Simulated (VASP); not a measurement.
All values below come from LDA (Ceperley-Alder, Perdew-Zunger), VASP's LDA PAW potentials (set 64) (plane waves; VASP).

VASP input:

KPOINTS:
```
K-points
0
G
8 8 8
```

### POSCAR
```
Si2Tc
1
    0.0000000000     3.0763380000     3.0763380000
    3.0763380000     0.0000000000     3.0763380000
    3.0763380000     3.0763380000     0.0000000000
Tc Si
1 2
Direct
  0.0000000000   0.0000000000   0.0000000000
  0.2500000000   0.2500000000   0.2500000000
  0.7500000000   0.7500000000   0.7500000000
```

**INCAR**
```
! general
SYSTEM   =  Si2Tc
PREC     =  Accurate
ENCUT    =  300
LREAL    =  .False.   ! projection in real space or not
LASPH    =  .True.

! electronic loop
EDIFF    =  1E-6   ! SCF stop (eV)
NELM     =  100   ! most electronic steps
ALGO     =  Normal   ! blocked Davidson
LMAXMIX  =  4

! smearing
ISMEAR   =  0   ! Gaussian
SIGMA    =  0.1   ! width (eV)

! ions
ISIF     =  2   ! forces and stress, cell fixed

! output
LWAVE    =  .False.
LCHARG   =  .False.
```

POTCAR, in this order: Tc_pv Si (LDA.64 set). Program: vasp_std.

**Question.** What will the output report for the number of irreducible k-points (NKPTS), largest plane-wave count, number of space-group operations, FFT grid (NGX, NGY, NGZ)?

**Answer.** 
number of irreducible k-points (NKPTS): 29
largest plane-wave count: 701
number of space-group operations: 48
FFT grid (NGX, NGY, NGZ): 28 × 28 × 28

The structure was generated: Si2Tc was put into an ordered model structure, which need not be its known phase. The cell was not relaxed at this level. The run is one of a series of settings (GGA removed, POTCAR Tc_pv Si (LDA.64 set) against the base run), some of them coarse on purpose. The electron count is odd and the run is not spin-polarised, which forces a metal.
